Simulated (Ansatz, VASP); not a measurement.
## Sr4Li8Al14Si10O49 (glassy 40SiO2-28Al2O3-16Li2O-16SrO (mol %)): VASP beside Ansatz

Wanted: the spread between two codes on one cell, functional and k mesh. The structure shown is the start of the Ansatz relaxation below; VASP solves that cell, so the two are compared at the walk's first step.

Calculated with Ansatz 0.2.0; plane waves, with VASP 6.6.1 beside it; single point at PBE.

**1. The structure**

The cell holds 85 atoms: 10 Si, 14 Al, 8 Li, 4 Sr and 49 O. Cell: a = 9.957 Å, b = 9.957 Å, c = 9.957 Å, α = 90.0°, β = 90.0°, γ = 90.0°. As first built, before any earlier steps moved the atoms (in the runner's words): 85 atoms (10 Si, 14 Al, 8 Li, 4 Sr, 49 O) placed at random at 3.11 g/cm^3, melted at 4000 K for 10 ps at fixed volume with the Morse and Coulomb pair potential with partial charges (Pedone, Malavasi, Menziani, Cormack and Segre, J. Phys. Chem. B 110, 11780 (2006)). Quenched from 4000 K to 300 K at 6 K/ps and fixed volume, held 5 ps, then minimised at fixed cell.

**2. Ansatz: relaxation, PBE**

Ansatz runs on its default PAW (the set named soft_2) files.

The two programs are compared at the cell with which this relaxation starts, whose forces are those of its first step.

Contents of input.yaml:

```yaml
crystal:
  lattice:
    - [9.9565, 0.0, 0.0]
    - [0.0, 9.9565, 0.0]
    - [0.0, 0.0, 9.9565]
  atoms:
    - { symbol: Si, position: [0.40219, 0.07926, 0.9363] }
    - { symbol: Si, position: [0.37792, 0.46482, 0.57973] }
    - { symbol: Si, position: [0.86798, 0.00616, 0.63713] }
    - { symbol: Si, position: [0.02977, 0.91055, 0.12762] }
    - { symbol: Si, position: [0.53432, 0.09298, 0.34112] }
    - { symbol: Si, position: [0.54022, 0.67664, 0.39448] }
    - { symbol: Si, position: [0.98508, 0.37358, 0.83536] }
    - { symbol: Si, position: [0.3466, 0.87213, 0.56058] }
    - { symbol: Si, position: [0.6119, 0.46611, 0.02558] }
    - { symbol: Si, position: [0.22444, 0.00325, 0.32634] }
    - { symbol: Al, position: [0.42847, 0.69645, 0.78498] }
    - { symbol: Al, position: [0.80314, 0.69334, 0.5697] }
    - { symbol: Al, position: [0.77001, 0.37722, 0.59998] }
    - { symbol: Al, position: [0.95361, 0.1906, 0.38733] }
    - { symbol: Al, position: [0.88931, 0.19646, 0.07397] }
    - { symbol: Al, position: [0.76501, 0.58325, 0.82459] }
    - { symbol: Al, position: [0.7124, 0.85938, 0.83952] }
    - { symbol: Al, position: [0.70239, 0.20431, 0.85226] }
    - { symbol: Al, position: [0.40226, 0.30651, 0.1722] }
    - { symbol: Al, position: [0.51982, 0.17357, 0.63988] }
    - { symbol: Al, position: [0.09128, 0.40075, 0.24945] }
    - { symbol: Al, position: [0.653, 0.98844, 0.08717] }
    - { symbol: Al, position: [0.71106, 0.32256, 0.28257] }
    - { symbol: Al, position: [0.04378, 0.47508, 0.52837] }
    - { symbol: Li, position: [0.02902, 0.72823, 0.37731] }
    - { symbol: Li, position: [0.5206, 0.75499, 0.04892] }
    - { symbol: Li, position: [0.25423, 0.85851, 0.99081] }
    - { symbol: Li, position: [0.77322, 0.8828, 0.35342] }
    - { symbol: Li, position: [0.60888, 0.91651, 0.58827] }
    - { symbol: Li, position: [0.16503, 0.22978, 0.01421] }
    - { symbol: Li, position: [0.06494, 0.99934, 0.88714] }
    - { symbol: Li, position: [0.33183, 0.42708, 0.87705] }
    - { symbol: Sr, position: [0.28504, 0.6257, 0.15879] }
    - { symbol: Sr, position: [0.85855, 0.64798, 0.13434] }
    - { symbol: Sr, position: [0.07967, 0.73196, 0.76985] }
    - { symbol: Sr, position: [0.18074, 0.17022, 0.65715] }
    - { symbol: O, position: [0.95494, 0.38474, 0.66734] }
    - { symbol: O, position: [0.49927, 0.14597, 0.82371] }
    - { symbol: O, position: [0.38201, 0.01627, 0.61673] }
    - { symbol: O, position: [0.82252, 0.74084, 0.7725] }
    - { symbol: O, position: [0.56683, 0.80157, 0.75951] }
    - { symbol: O, position: [0.05239, 0.80641, 0.01092] }
    - { symbol: O, position: [0.49305, 0.96836, 0.00994] }
    - { symbol: O, position: [0.1875, 0.92703, 0.18952] }
    - { symbol: O, position: [0.36581, 0.19038, 0.05008] }
    - { symbol: O, position: [0.75598, 0.01683, 0.76316] }
    - { symbol: O, position: [0.01351, 0.32412, 0.11498] }
    - { symbol: O, position: [0.69553, 0.68048, 0.42697] }
    - { symbol: O, position: [0.26014, 0.02981, 0.88822] }
    - { symbol: O, position: [0.46339, 0.43769, 0.06894] }
    - { symbol: O, position: [0.94155, 0.86257, 0.24913] }
    - { symbol: O, position: [0.35612, 0.70234, 0.93793] }
    - { symbol: O, position: [0.21534, 0.4792, 0.56227] }
    - { symbol: O, position: [0.83647, 0.19928, 0.25666] }
    - { symbol: O, position: [0.73934, 0.8652, 0.00942] }
    - { symbol: O, position: [0.58564, 0.09908, 0.48891] }
    - { symbol: O, position: [0.50898, 0.69052, 0.24158] }
    - { symbol: O, position: [0.42058, 0.52989, 0.72381] }
    - { symbol: O, position: [0.65021, 0.60688, 0.95609] }
    - { symbol: O, position: [0.71601, 0.13762, 0.0245] }
    - { symbol: O, position: [0.47429, 0.80761, 0.47743] }
    - { symbol: O, position: [0.00907, 0.97698, 0.70388] }
    - { symbol: O, position: [0.41136, 0.30684, 0.58742] }
    - { symbol: O, position: [0.45746, 0.54929, 0.4627] }
    - { symbol: O, position: [0.62342, 0.99252, 0.25635] }
    - { symbol: O, position: [0.06781, 0.57209, 0.25874] }
    - { symbol: O, position: [0.74667, 0.37539, 0.43582] }
    - { symbol: O, position: [0.73214, 0.53787, 0.66201] }
    - { symbol: O, position: [0.54612, 0.24473, 0.26829] }
    - { symbol: O, position: [0.37424, 0.06442, 0.32475] }
    - { symbol: O, position: [0.70774, 0.43864, 0.15437] }
    - { symbol: O, position: [0.6815, 0.25756, 0.68117] }
    - { symbol: O, position: [0.02241, 0.3532, 0.40497] }
    - { symbol: O, position: [0.1073, 0.10558, 0.35678] }
    - { symbol: O, position: [0.30698, 0.76908, 0.67134] }
    - { symbol: O, position: [0.23067, 0.89257, 0.44697] }
    - { symbol: O, position: [0.89511, 0.12671, 0.53579] }
    - { symbol: O, position: [0.26079, 0.36756, 0.24153] }
    - { symbol: O, position: [0.66102, 0.36972, 0.91072] }
    - { symbol: O, position: [0.89942, 0.24663, 0.88198] }
    - { symbol: O, position: [0.98953, 0.05185, 0.06734] }
    - { symbol: O, position: [0.91592, 0.50984, 0.88554] }
    - { symbol: O, position: [0.80791, 0.8805, 0.55363] }
    - { symbol: O, position: [0.14122, 0.35188, 0.85062] }
    - { symbol: O, position: [0.96569, 0.62974, 0.54114] }
kpoints:
  mp_grid: { grid: [1, 1, 1] }
hamiltonian:
  xc: pbe
scf:
  occupations: { method: fermi_dirac, width: 0.05 }
output:
  forces: true
relax:
  f_tol: 0.05
  max_steps: 150
  cell: {}
```

The run is started by

```console
$ ansatz run input.yaml --threads 4 --pin off --max-ram 8192MiB --backend cpu --events-out ev --progress --plain --runs-dir out
```

Numbers of over 12 decimals in the logs are rounded to 6 here.

What it wrote:

```text
Engine: ansatz 0.2.0, x86_64-unknown-linux-gnu
Pseudopotentials: kind: paw
Pseudopotential: Si, paw, valence charge 4, recommended cutoff 420 eV (normal), Si.paw.azcp
Pseudopotential: Al, paw, valence charge 3, recommended cutoff 420 eV (normal), Al.paw.azcp
Pseudopotential: Li, paw, valence charge 3, recommended cutoff 420 eV (normal), Li.paw.azcp
Pseudopotential: Sr, paw, valence charge 10, recommended cutoff 420 eV (normal), Sr.paw.azcp
Pseudopotential: O, paw, valence charge 6, recommended cutoff 420 eV (normal), O.paw.azcp
Functional definition: PBE
  parameter kappa = 0.804
  parameter beta = 0.066725
  exchange = pbe_x(kappa = kappa, mu = beta*pi^2/3)
  correlation = pbe_c(beta = beta)
Crystal: 85 atoms, lattice volume = 987.007 Å³
Basis set: ecut = 420 eV, 19309 PW (Γ), exchange–correlation on 144×144×144 points (8 copies of the dense FFT grid, shifted against one another)
Bands: 305, of which v1, the nominal top of the filled ones, is band 220 counted from 1 (219 counted from 0)
Symmetry: 1 space group operations
Space group: P1 (ITA 1), of the structure as read, at distance tolerance 1.0e-4 Å
k-points: 1
Non-local potential: Si, projectors of the file, l = 0: 2, l = 1: 2, l = 2: 2
Non-local potential: Al, projectors of the file, l = 0: 2, l = 1: 2, l = 2: 1
Non-local potential: Li, projectors of the file, l = 0: 3, l = 1: 2, l = 2: 1
Non-local potential: Sr, projectors of the file, l = 0: 3, l = 1: 2, l = 2: 2
Non-local potential: O, projectors of the file, l = 0: 2, l = 1: 2, l = 2: 1
PAW form: soft (Blöchl's): semilocal exchange-correlation on the pseudo side does not see the compensation charge
PAW one-centre angular grid: Si, 110 points (default); XC on 64 Gauss nodes
PAW one-centre angular grid: Al, 110 points (default); XC on 64 Gauss nodes
PAW one-centre angular grid: Li, 110 points (default); XC on 64 Gauss nodes
PAW one-centre angular grid: Sr, 110 points (default); XC on 64 Gauss nodes
PAW one-centre angular grid: O, 110 points (default); XC on 64 Gauss nodes
Initial density: superposition of atomic densities (neutral atoms: chi_scale 0, normalization atom), corrected by the library's trained network
Initial wavefunctions: pseudopotential atomic-orbital guess
Functional: x = pbe(κ = 0.804, μ = 0.219515), c = pbe(β = 0.066725)
SCF iter   1: F=—  HF=-57611.372387 eV  |F-HF|=—  |Δ(HF+E_count)|=         —  Δρ=2.01e-3  dr2=4.45e-2  ethr=1.77e-3  ⟨swp⟩=7.0  Hψ=1540  notcnv=0  defer=47
preconditioner: auto → Resta (q_TF=auto, 2.385 Å⁻¹)  ε∞=3.3  [insulator: Δε(μ)=4.267 eV  Ē_g=15.730 eV  σ=0.050 eV  W_gap=1.00  n_scr=250 (ndim 8)  ℏωp=24.1 eV  f_vac=0.043  D(μ)=0.00/eV (n_scr^D=0)  ε∞_Penn≈3.3]
SCF iter   2: F=—  HF=-57611.379907 eV  |F-HF|=—  |Δ(HF+E_count)|=   7.52e-3  Δρ=1.10e-3  dr2=1.15e-2  ethr=1.01e-5  ⟨swp⟩=2.0  Hψ=495  notcnv=0  defer=77
SCF iter   3: F=—  HF=-57611.382085 eV  |F-HF|=—  |Δ(HF+E_count)|=   2.18e-3  Δρ=4.89e-4  dr2=3.33e-3  ethr=2.62e-6  ⟨swp⟩=2.0  Hψ=350  notcnv=0  defer=77
SCF iter   4: F=—  HF=-57611.382731 eV  |F-HF|=—  |Δ(HF+E_count)|=   6.46e-4  Δρ=1.40e-4  dr2=2.09e-4  ethr=7.58e-7  ⟨swp⟩=2.0  Hψ=384  notcnv=0  defer=77
SCF iter   5: F=—  HF=-57611.382743 eV  |F-HF|=—  |Δ(HF+E_count)|=   1.25e-5  Δρ=8.51e-5  dr2=6.40e-5  ethr=4.74e-8  ⟨swp⟩=2.0  Hψ=410  notcnv=0  defer=77
SCF iter   6: F=—  HF=-57611.384480 eV  |F-HF|=—  |Δ(HF+E_count)|=   1.74e-3  Δρ=3.10e-5  dr2=8.67e-6  ethr=1.46e-8  ⟨swp⟩=2.0  Hψ=524  notcnv=0  defer=80
SCF iter   7: F=—  HF=-57611.384482 eV  |F-HF|=—  |Δ(HF+E_count)|=   1.76e-6  Δρ=1.03e-5  dr2=1.03e-6  ethr=1.97e-9  ⟨swp⟩=2.0  Hψ=389  notcnv=0  defer=80
SCF iter   8: F=—  HF=-57611.384482 eV  |F-HF|=—  |Δ(HF+E_count)|=   6.47e-7  Δρ=6.79e-6  dr2=3.94e-7  ethr=2.33e-10  ⟨swp⟩=2.0  Hψ=433  notcnv=0  defer=80
SCF iter   9: F=-57611.384482 eV  HF=-57611.384482 eV  |F-HF|=1.38e-8  |Δ(HF+E_count)|=   2.88e-8  Δρ=1.36e-6  dr2=1.96e-8  ethr=2.27e-11  ⟨swp⟩=3.0  Hψ=932  notcnv=0
SCF 1 converged in 9 iterations: F = -57611.384482 eV  dr2 = 1.96e-8
  greatest PAW one-centre occupation: 1.000 electrons in one spin orbital (limit 2), on the Li atom at site 30 (counted from 0), in its partial waves of l = 0
relax step   1: F+E_penalty+E_count = -57611.38448238 eV  Δ(F+E_penalty+E_count) = +0.000e0 eV  max|allowed force component| = 2.632e0 eV/Å  Δτ_max = 0.0000 Å  P = +7.225 GPa  Ω = 987.007 Å³  (9 SCF iters, dr2 threshold 1.00e-7 eV, accepted)
Crystal: 85 atoms, lattice volume = 996.790 Å³
Basis set: ecut = 420 eV, 19495 PW (Γ), exchange–correlation on 144×144×144 points (8 copies of the dense FFT grid, shifted against one another)
Initial density: handed on by an earlier stage of this run
Initial wavefunctions: those handed on with the density
iter 1 solved again at ethr=2.97e-4 eV; its pass at ethr=3.10e-3 eV (dr2=1.31e0 eV) is discarded
[...]
atom  65  O      0.00046101     0.00504941    -0.00389493
  atom  66  O      0.00180214    -0.00062969    -0.00231995
  atom  67  O     -0.00867278     0.00570517     0.00028995
  atom  68  O      0.00151778     0.00257429     0.00641468
  atom  69  O      0.00064806     0.00192008    -0.00438373
  atom  70  O      0.00424697     0.01047410    -0.00326994
  atom  71  O     -0.00027331     0.00464509    -0.01427243
  atom  72  O      0.00577569     0.00579728    -0.00110552
  atom  73  O      0.00266171     0.01394105    -0.00031060
  atom  74  O      0.00590568    -0.00506718    -0.00290551
  atom  75  O     -0.00695621     0.00027648    -0.00239856
  atom  76  O      0.00212763     0.00499813     0.00817058
  atom  77  O      0.00360369    -0.00626366     0.00341976
  atom  78  O      0.00985327    -0.00327611    -0.00384042
  atom  79  O     -0.00395352    -0.00282160     0.00003573
  atom  80  O      0.00023255    -0.00152766    -0.00663731
  atom  81  O     -0.00642788    -0.00710922    -0.00413159
  atom  82  O      0.00469627    -0.00313655    -0.00158880
  atom  83  O      0.00724253    -0.00867955     0.00058551
  atom  84  O     -0.00382876    -0.00336114    -0.00051106
  atom  85  O      0.00329060    -0.00708181    -0.00068913
  max |Σ_I F_I| component: 8.28e-5 eV/Å
--- Stress (GPa, compression-positive) ---
        0.011869       0.001546       0.002215
        0.001541       0.012545       0.002613
        0.002217       0.002610       0.013982
  P = ⅓ Tr σ = 0.0128 GPa (0.128 kbar)
--- Relaxed structure (14 steps of the walk, 13 accepted, 2 SCFs on fresh bases) ---
  F+E_penalty+E_count = -57615.45588510 eV   max|allowed force component| = 2.327e-2 eV/Å   (the final SCF, on the basis selected at the relaxed cell)
  cell:  # Å, volume = 1019.1386 Å³
    - [9.965397, -0.036316, -0.054337]
    - [-0.036316, 10.175433, 0.131302]
    - [-0.054337, 0.131302, 10.052572]
  atoms:
    - { symbol: Si, position: [0.393268, 0.104605, 0.931388] }
    - { symbol: Si, position: [0.367824, 0.477653, 0.597501] }
    - { symbol: Si, position: [0.880907, -0.00878174, 0.642249] }
    - { symbol: Si, position: [0.029200, 0.900693, 0.127981] }
    - { symbol: Si, position: [0.528039, 0.088401, 0.335996] }
    - { symbol: Si, position: [0.528939, 0.688759, 0.408346] }
    - { symbol: Si, position: [0.986007, 0.369090, 0.824736] }
    - { symbol: Si, position: [0.343497, 0.883944, 0.565034] }
    - { symbol: Si, position: [0.628016, 0.459392, 0.024559] }
    - { symbol: Si, position: [0.220104, -0.00632137, 0.325903] }
    - { symbol: Al, position: [0.419562, 0.708668, 0.793814] }
    - { symbol: Al, position: [0.799599, 0.689872, 0.578899] }
    - { symbol: Al, position: [0.765466, 0.374851, 0.596475] }
    - { symbol: Al, position: [0.958085, 0.183953, 0.391282] }
    - { symbol: Al, position: [0.894943, 0.191417, 0.076744] }
    - { symbol: Al, position: [0.761778, 0.559798, 0.823577] }
    - { symbol: Al, position: [0.710422, 0.850983, 0.836994] }
    - { symbol: Al, position: [0.702920, 0.207051, 0.848680] }
    - { symbol: Al, position: [0.405309, 0.316289, 0.162677] }
    - { symbol: Al, position: [0.506520, 0.178428, 0.632417] }
    - { symbol: Al, position: [0.096523, 0.398090, 0.246261] }
    - { symbol: Al, position: [0.636278, 0.997821, 0.082116] }
    - { symbol: Al, position: [0.715609, 0.310351, 0.281553] }
    - { symbol: Al, position: [0.040016, 0.474882, 0.524190] }
    - { symbol: Li, position: [0.031133, 0.718752, 0.374639] }
    - { symbol: Li, position: [0.545237, 0.737538, 0.059477] }
    - { symbol: Li, position: [0.299647, 0.885397, 1.000308] }
    - { symbol: Li, position: [0.774623, 0.874975, 0.351159] }
    - { symbol: Li, position: [0.616458, 0.916632, 0.584397] }
    - { symbol: Li, position: [0.159483, 0.233005, 0.00406624] }
    - { symbol: Li, position: [0.064205, 0.991722, 0.892702] }
    - { symbol: Li, position: [0.338063, 0.403986, 0.874554] }
    - { symbol: Sr, position: [0.289460, 0.627361, 0.165560] }
    - { symbol: Sr, position: [0.878740, 0.638143, 0.120221] }
    - { symbol: Sr, position: [0.075178, 0.719965, 0.771985] }
    - { symbol: Sr, position: [0.168317, 0.162507, 0.655595] }
    - { symbol: O, position: [0.948083, 0.376987, 0.657710] }
    - { symbol: O, position: [0.506296, 0.151929, 0.819160] }
    - { symbol: O, position: [0.370641, 0.034330, 0.612124] }
    - { symbol: O, position: [0.819609, 0.727192, 0.771173] }
    - { symbol: O, position: [0.562254, 0.805225, 0.755644] }
    - { symbol: O, position: [0.048854, 0.801590, 0.00424626] }
    - { symbol: O, position: [0.465361, 0.995372, 0.029039] }
    - { symbol: O, position: [0.190113, 0.911394, 0.188638] }
    - { symbol: O, position: [0.353527, 0.232321, 0.020404] }
    - { symbol: O, position: [0.762459, 0.00918898, 0.760221] }
    - { symbol: O, position: [0.022355, 0.313029, 0.113223] }
    - { symbol: O, position: [0.690702, 0.693614, 0.433524] }
    - { symbol: O, position: [0.249164, 0.050230, 0.880175] }
    - { symbol: O, position: [0.473473, 0.451882, 0.069707] }
    - { symbol: O, position: [0.935208, 0.840183, 0.245866] }
    - { symbol: O, position: [0.363909, 0.719133, 0.956984] }
    - { symbol: O, position: [0.206457, 0.496257, 0.573298] }
    - { symbol: O, position: [0.838731, 0.185872, 0.257450] }
    - { symbol: O, position: [0.706223, 0.860202, 0.011547] }
    - { symbol: O, position: [0.579331, 0.102129, 0.486874] }
    - { symbol: O, position: [0.495507, 0.700153, 0.251936] }
    - { symbol: O, position: [0.405822, 0.537618, 0.745331] }
    - { symbol: O, position: [0.669777, 0.607823, 0.970113] }
    - { symbol: O, position: [0.718159, 0.143463, 0.021812] }
[...]
- { symbol: O, position: [0.271169, 0.386258, 0.236172] }
    - { symbol: O, position: [0.670018, 0.383556, 0.890446] }
    - { symbol: O, position: [0.895441, 0.242622, 0.881544] }
    - { symbol: O, position: [0.992387, 0.045012, 0.062715] }
    - { symbol: O, position: [0.930988, 0.510713, 0.878810] }
    - { symbol: O, position: [0.815349, 0.875297, 0.548457] }
    - { symbol: O, position: [0.144592, 0.341342, 0.839304] }
    - { symbol: O, position: [0.964558, 0.631868, 0.536136] }
```

(Part 1 of 2 ends here.)

[Lines on the potential files, build, host, timing and source positions are cut from VASP's logs without a mark.]

[Logs are printed without paths, hosts, clocks, repeated set-up lines and the standing remarks that a program may print on its own settings, such as how far it seeks lower states.]

[Hosts, paths, dates, database ids (printed as entryN), source tags and the programs' standing remarks are cut or masked in the printed files.]
